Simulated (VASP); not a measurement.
All values below come from LDA (Ceperley-Alder, Perdew-Zunger), VASP's LDA PAW potentials (set 64) (plane waves; VASP).

A VASP calculation is set up with these files.

File POSCAR:
```
PtSe2
1
    1.8253860480    -3.1616624241    -0.0000000000
    1.8253860480     3.1616624241     0.0000000000
    0.0000000000     0.0000000000     4.2734902295
Pt Se
1 2
Direct
  0.0000000000   0.0000000000   0.0000000000
  0.3333330000   0.6666670000   0.2880274264
  0.6666670000   0.3333330000   0.7119725736
```

**INCAR**
```
ALGO = Normal
EDIFF = 1E-6
EDIFFG = -0.02
ENCUT = 500
IBRION = 2
ISIF = 3
ISMEAR = 1
LASPH = T
LCHARG = F
LMAXMIX = 6
LREAL = F
LWAVE = F
NELM = 100
NSW = 40
PREC = Accurate
PSTRESS = 300
SIGMA = 0.1
SYSTEM = PtSe2
```

KPOINTS:
```
K-points
0
gamma
  10 10 7
```

POTCAR, in this order: Pt Se (LDA.64 set). Program: vasp_std.

Output

**OSZICAR**
```
       N       E                     dE             d eps       ncg     rms          rms(c)
DAV:   1     0.111540777232E+03    0.11154E+03   -0.10363E+04  2456   0.128E+03
DAV:   2    -0.128686571190E+02   -0.12441E+03   -0.12169E+03  3086   0.245E+02
DAV:   3    -0.173499869776E+02   -0.44813E+01   -0.44282E+01  2953   0.484E+01
DAV:   4    -0.173799872552E+02   -0.30000E-01   -0.29989E-01  2883   0.429E+00
DAV:   5    -0.173802381104E+02   -0.25086E-03   -0.25085E-03  3058   0.377E-01    0.163E+01
DAV:   6    -0.168209260685E+02    0.55931E+00   -0.39143E+00  2470   0.192E+01    0.914E+00
DAV:   7    -0.166988411742E+02    0.12208E+00   -0.68500E-01  2421   0.881E+00    0.470E+00
DAV:   8    -0.166665174153E+02    0.32324E-01   -0.47441E-02  2834   0.198E+00    0.661E-01
DAV:   9    -0.166645241335E+02    0.19933E-02   -0.70658E-03  2694   0.822E-01    0.142E-01
DAV:  10    -0.166645324797E+02   -0.83462E-05   -0.76160E-04  2974   0.234E-01    0.523E-02
DAV:  11    -0.166645306874E+02    0.17923E-05   -0.57767E-05  2729   0.686E-02    0.302E-02
DAV:  12    -0.166645295717E+02    0.11157E-05   -0.43097E-06  2722   0.190E-02    0.535E-03
DAV:  13    -0.166645294517E+02    0.11995E-06   -0.77995E-07  1389   0.831E-03
   1 F= -.74283235E+01 E0= -.74284382E+01  d E =-.742832E+01
       N       E                     dE             d eps       ncg     rms          rms(c)
DAV:   1    -0.178132409524E+02   -0.11487E+01   -0.61918E+01  2568   0.752E+01    0.165E+01
DAV:   2    -0.152353536714E+02    0.25779E+01   -0.10481E+01  2645   0.321E+01    0.453E+00
DAV:   3    -0.149199920545E+02    0.31536E+00   -0.60161E-01  2701   0.791E+00    0.212E+00
DAV:   4    -0.148339353697E+02    0.86057E-01   -0.35850E-01  2750   0.394E+00    0.849E-01
DAV:   5    -0.148341101139E+02   -0.17474E-03   -0.85148E-03  2855   0.856E-01    0.513E-01
DAV:   6    -0.148345451694E+02   -0.43506E-03   -0.34431E-03  2869   0.383E-01    0.744E-02
DAV:   7    -0.148345085733E+02    0.36596E-04   -0.27039E-04  2799   0.152E-01    0.288E-02
DAV:   8    -0.148345088913E+02   -0.31800E-06   -0.19524E-05  2939   0.421E-02    0.995E-03
DAV:   9    -0.148345080941E+02    0.79719E-06   -0.28047E-06  2339   0.112E-02
   2 F= -.69029405E+01 E0= -.69028055E+01  d E =0.525383E+00
       N       E                     dE             d eps       ncg     rms          rms(c)
DAV:   1    -0.181235497361E+02   -0.32890E+01   -0.35183E+01  2526   0.546E+01    0.872E+00
DAV:   2    -0.166441686895E+02    0.14794E+01   -0.64807E+00  2505   0.292E+01    0.688E+00
DAV:   3    -0.164566465616E+02    0.18752E+00   -0.40769E-01  2673   0.654E+00    0.397E+00
DAV:   4    -0.163926259508E+02    0.64021E-01   -0.32542E-01  2526   0.334E+00    0.742E-01
DAV:   5    -0.163911569737E+02    0.14690E-02   -0.14338E-02  2652   0.982E-01    0.596E-01
DAV:   6    -0.163910706001E+02    0.86374E-04   -0.29794E-03  2946   0.521E-01    0.626E-02
DAV:   7    -0.163910755566E+02   -0.49565E-05   -0.10570E-04  2869   0.111E-01    0.188E-02
DAV:   8    -0.163910726639E+02    0.28926E-05   -0.79538E-06  2771   0.238E-02    0.902E-03
DAV:   9    -0.163910726487E+02    0.15276E-07   -0.10850E-06  1431   0.801E-03
   3 F= -.74883808E+01 E0= -.74884276E+01  d E =-.600573E-01
       N       E                     dE             d eps       ncg     rms          rms(c)
DAV:   1    -0.163777466143E+02    0.13326E-01   -0.65308E-03  2547   0.752E-01    0.128E-01
DAV:   2    -0.163774701426E+02    0.27647E-03   -0.12763E-03  2554   0.382E-01    0.643E-02
DAV:   3    -0.163774318185E+02    0.38324E-04   -0.80520E-05  2596   0.950E-02    0.310E-02
DAV:   4    -0.163774214752E+02    0.10343E-04   -0.51766E-05  2624   0.425E-02    0.881E-03
DAV:   5    -0.163774212810E+02    0.19419E-06   -0.19051E-06  1901   0.133E-02
   4 F= -.74885117E+01 E0= -.74885526E+01  d E =-.601882E-01
       N       E                     dE             d eps       ncg     rms          rms(c)
DAV:   1    -0.163401827907E+02    0.37239E-01   -0.10253E+00  2442   0.706E+00    0.676E-01
DAV:   2    -0.163366721313E+02    0.35107E-02   -0.56610E-02  2785   0.212E+00    0.273E-01
DAV:   3    -0.163356733254E+02    0.99881E-03   -0.20010E-03  2988   0.424E-01    0.127E-01
DAV:   4    -0.163353858042E+02    0.28752E-03   -0.13652E-03  2729   0.250E-01    0.422E-02
DAV:   5    -0.163353872138E+02   -0.14096E-05   -0.47347E-05  2876   0.507E-02    0.250E-02
DAV:   6    -0.163353879079E+02   -0.69413E-06   -0.50571E-06  2876   0.177E-02
   5 F= -.75004837E+01 E0= -.75003797E+01  d E =-.119720E-01
       N       E                     dE             d eps       ncg     rms          rms(c)
DAV:   1    -0.163163547706E+02    0.19032E-01   -0.14706E-01  2512   0.268E+00    0.254E-01
DAV:   2    -0.163158852711E+02    0.46950E-03   -0.80760E-03  2792   0.797E-01    0.105E-01
DAV:   3    -0.163157428633E+02    0.14241E-03   -0.27822E-04  2974   0.158E-01    0.488E-02
DAV:   4    -0.163157011040E+02    0.41759E-04   -0.20001E-04  2743   0.953E-02    0.160E-02
DAV:   5    -0.163157012808E+02   -0.17676E-06   -0.66285E-06  2862   0.191E-02
   6 F= -.75014172E+01 E0= -.75013385E+01  d E =-.129055E-01
```

File OUTCAR:
```
------------------------ aborting loop because EDIFF is reached ----------------------------------------
  FORCE on cell =-STRESS in cart. coord.  units (eV):
  Direction    XX          YY          ZZ          XY          YZ          ZX
  --------------------------------------------------------------------------------------
  Total        8.8307144      8.8307227      8.7924259      0.0000000      0.0000000      0.0000000
  in kB      300.5592171    300.5594998    299.2560432      0.0000000      0.0000000      0.0000000
  external PRESSURE =       0.1249200 kB  Pullay stress =     300.0000000 kB
  volume of cell :       47.07
      direct lattice vectors                 reciprocal lattice vectors
     1.804486488 -3.125463749  0.000000000     0.277087140 -0.159976260  0.000000000
     1.804486488  3.125463749 -0.000000000     0.277087140  0.159976260 -0.000000000
    -0.000000000  0.000000000  4.173287212     0.000000000  0.000000000  0.239619262
 POSITION                                       TOTAL-FORCE (eV/Angst)
 -----------------------------------------------------------------------------------
      0.00000     -0.00000      0.00000        -0.000000     -0.000000      0.000000
      1.80449      1.04182      1.22614        -0.000000     -0.000000     -0.011284
      1.80449     -1.04182      2.94714         0.000000      0.000000      0.011284
 -----------------------------------------------------------------------------------
    total drift:                               -0.000000      0.000000      0.000000
  FREE ENERGIE OF THE ION-ELECTRON SYSTEM (eV)
  ---------------------------------------------------
  free  energy   TOTEN  =       -16.3157012808 eV

  energy  without entropy=      -16.3154651525  energy(sigma->0) =      -16.31562257
  enthalpy is  TOTEN    =        -7.5014172107 eV   P V=        8.8142840701

 reached required accuracy - stopping structural energy minimisation
```
(Selected blocks of OUTCAR.)

CONTCAR:
```
PtSe2
   1.00000000000000
     1.8044864881864182   -3.1254637489608847    0.0000000000000000
     1.8044864881864182    3.1254637489608847   -0.0000000000000000
    -0.0000000000000000    0.0000000000000000    4.1732872116176285
  Pt              Se
     1     2
Direct
     0.0000000000000000    0.0000000000000000    0.0000000000000000
     0.3333330000000032    0.6666669999999968    0.2938076826465550
     0.6666669999999968    0.3333330000000032    0.7061923173534450
```

File OUTCAR:
```
 val. band max:        9.9890380847   @ k =   0.1000   0.1000   0.4286

 cond. band min:      10.0076806189   @ k =   0.0000   0.2000   0.4286


 Fermi energy:         9.9917300900

 k-point     1 :       0.0000    0.0000    0.0000
  band No.  band energies     occupation
      1      -7.7001      2.00000
      2      -2.1733      2.00000
      3       1.5022      2.00000
      4       2.5768      2.00000
      5       2.5768      2.00000
      6       5.6218      2.00000
      7       5.6218      2.00000
      8       7.3336      2.00000
      9       8.9356      2.00000
     10       8.9356      2.00000
     11      10.3717     -0.00000
     12      10.3717     -0.00000
     13      10.8453     -0.00000
     14      13.1069      0.00000
     15      15.5306      0.00000

 k-point     2 :       0.1000    0.0000    0.0000
  band No.  band energies     occupation
      1      -7.5636      2.00000
      2      -2.3674      2.00000
      3       1.6620      2.00000
      4       2.6638      2.00000
      5       2.8204      2.00000
      6       5.4422      2.00000
      7       5.5307      2.00000
      8       6.9507      2.00000
      9       8.2347      2.00000
     10       8.4403      2.00000
     11       9.5731      2.00000
     12      10.9539     -0.00000
     13      12.2850      0.00000
     14      13.3471      0.00000
     15      16.1557      0.00000

 k-point     3 :       0.2000    0.0000    0.0000
  band No.  band energies     occupation
      1      -7.1663      2.00000
      2      -2.8371      2.00000
      3       2.1180      2.00000
      4       2.9096      2.00000
      5       3.3059      2.00000
      6       4.7742      2.00000
      7       5.3065      2.00000
      8       6.1346      2.00000
      9       7.6056      2.00000
     10       7.6677      2.00000
     11       8.8661      2.00000
     12      11.9545     -0.00000
     13      12.8503      0.00000
     14      14.3883      0.00000
     15      16.3045      0.00000
...
```

Energy and stress use the plane-wave basis of the starting cell. Unless said otherwise, spin-orbit coupling is left out, though it shifts the bands of the heavy elements here.

The compound is PtSe2 in the 1T layered structure. This run relaxes it under an external pressure of 30 GPa. Symmetry was kept, so distortions that lower it aren't found.
